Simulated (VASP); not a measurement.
Runs of VASP 6.6.1 on NiS. The structure is hexagonal, space group P6_3/mmc (No. 194). Conventional cell: a = 3.425 Å, b = 3.425 Å, c = 5.340 Å, α = 90.00°, β = 90.00°, γ = 120.00°. Ni (site symmetry -3m) is surrounded by 6 S at 2.39 Å and 2 Ni at 2.67 Å. Around S (site symmetry -6m2) lie 6 Ni at 2.39 Å. 

| spin | fixed moment (μB) | gap on the mesh (eV) | pressure (GPa) | moment (μB) |
| --- | --- | --- | --- | --- |
| collinear, typed start | - | none | (a) | 1.93 |
| collinear, twin_end start | - | none | (b) | 0.50 |
| collinear, zero start | 0.0 | - | -16.4 | 0.00 |
| off | - | none | -16.3 | - |

Alike in all rows: task single point; level LDA+U; potentials or basis VASP PAW LDA potentials, release 64 (Ni, S); Ni d U = 4.0 eV; cell as given; k mesh 6 × 6 × 4; cutoff (eV) 520; smearing gaussian 0.05 eV.

Task: Estimate the missing entries.

Result: (a) -12.2; (b) -15.9.

Caveats: the total moment is fixed, so each spin has its own Fermi level (some runs); U without spin polarisation on a metal has little footing (some runs).

A gap of «none» marks a metal or a gap under the smearing width.
